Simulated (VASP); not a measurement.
An input for Ansatz (written as the equivalent of a VASP run, and not itself run):

Ansatz 0.2 input:
```yaml
crystal:
  lattice:
    - [0.0000000, 2.2642074, 2.2642074]
    - [2.2642074, 0.0000000, 2.2642074]
    - [2.2642074, 2.2642074, 0.0000000]
  atoms:
    - { symbol: Zr, position: [0.0000000, 0.0000000, 0.0000000] }
    - { symbol: N, position: [0.5000000, 0.5000000, 0.5000000] }
kpoints:
  mp_grid: { grid: [14, 14, 14] }
hamiltonian:
  xc: lda
  pseudopotentials: { kind: paw }
scf:
  occupations: { method: methfessel_paxton, width: 0.1 }
  max_iter: 100
relax:
  max_steps: 40
  f_tol: 0.02
  cell: {}
output: { forces: true, stress: true, eigenvalues: true }
```

Write the VASP files for the same calculation (LDA).

One answer among several that fit: 
**POSCAR**
```
ZrN
1.0
  0.0000000000   2.2642074123   2.2642074123
  2.2642074123   0.0000000000   2.2642074123
  2.2642074123   2.2642074123   0.0000000000
Zr N
1 1
Cartesian
  0.0000000000   0.0000000000   0.0000000000
  2.2642074123   2.2642074123   2.2642074123
```

**KPOINTS**
```
Regular mesh
0
Gamma
 14 14 14
0 0 0
```

INCAR:
```
ALGO = Normal
EDIFF = 1E-6
EDIFFG = -0.02
ENCUT = 620
IBRION = 2
ISIF = 3
ISMEAR = 1
LASPH = .True.
LCHARG = .False.
LMAXMIX = 4
LREAL = .False.
LWAVE = .False.
NELM = 100
NSW = 40
PREC = Accurate
SIGMA = 0.1
SYSTEM = ZrN
```

POTCAR, in this order: Zr_sv N (LDA.64 set). Program: vasp_std.

The two are equivalent in intent, not identical: each code has its own PAW files, so the cut-off isn't converted (ENCUT is set for VASP's; basis.ecutwfc is left out, and Ansatz then takes the one that its files recommend); Ansatz stops its SCF on the density residual and VASP on the energy change (EDIFF); Ansatz's lda is the Perdew-Wang form, while the LDA potentials of VASP carry Perdew-Zunger's.

The compound is ZrN in the rock salt structure. It was relaxed first.
